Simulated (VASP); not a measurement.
VASP ran on this input.

**INCAR**
```
SYSTEM = Sb
PREC = Accurate
ENCUT = 500
EDIFF = 1E-6
NELM = 100
ALGO = Normal
LREAL = .FALSE.
LASPH = .TRUE.
ISMEAR = 0
SIGMA = 0.05
GGA = PE
LMAXMIX = 4
LWAVE = .FALSE.
LCHARG = .FALSE.
IBRION = 2
ISIF = 3
NSW = 40
EDIFFG = -0.02
```

**KPOINTS**
```
Regular mesh
0
gamma
 7 7 7
0 0 0
```

### POSCAR
```
Sb
1
    4.0212792287    -2.1929255118    -0.0018902848
    4.0212792287     2.1929255118    -0.0018902848
    2.8271045841     0.0000000000     3.6037605974
Sb
2
Direct
  0.2329647319   0.2329647319   0.2329647319
  0.7670352681   0.7670352681   0.7670352681
```

POTCAR, in this order: Sb (PBE.64 set). Program: vasp_std.

Translate this PBE calculation to Quantum ESPRESSO's pw.x.

One equivalent input (not run):
```
&CONTROL
  calculation = 'vc-relax'
  pseudo_dir = './pseudo'
  outdir = './out'
  tprnfor = .true.
  tstress = .true.
  nstep = 40
  forc_conv_thr = 0.00078
/
&SYSTEM
  ibrav = 0
  nat = 2
  ntyp = 1
  ecutwfc = 80
  occupations = 'smearing'
  smearing = 'gaussian'
  degauss = 0.003675
  input_dft = 'pbe'
/
&ELECTRONS
  conv_thr = 7.3e-08
  electron_maxstep = 100
/
&IONS
/
&CELL
/
ATOMIC_SPECIES
  Sb 121.760 Sb.upf
CELL_PARAMETERS angstrom
     4.0212792   -2.1929255   -0.0018903
     4.0212792    2.1929255   -0.0018903
     2.8271046    0.0000000    3.6037606
ATOMIC_POSITIONS crystal
  Sb   0.2329647  0.2329647  0.2329647
  Sb   0.7670353  0.7670353  0.7670353
K_POINTS automatic
  7 7 7 0 0 0
```
The two are equivalent in intent, not identical: the potentials are each code's own (VASP's PAW set, PseudoDojo norm-conserving files in pw.x), so ENCUT and ecutwfc are chosen apart and not converted; conv_thr bounds pw.x's estimated SCF error, while EDIFF bounds the energy change between steps; forc_conv_thr acts on force components and is met together with etot_conv_thr.

The compound is Sb in the a7 structure. It was relaxed first, which changed the volume by +5 %.
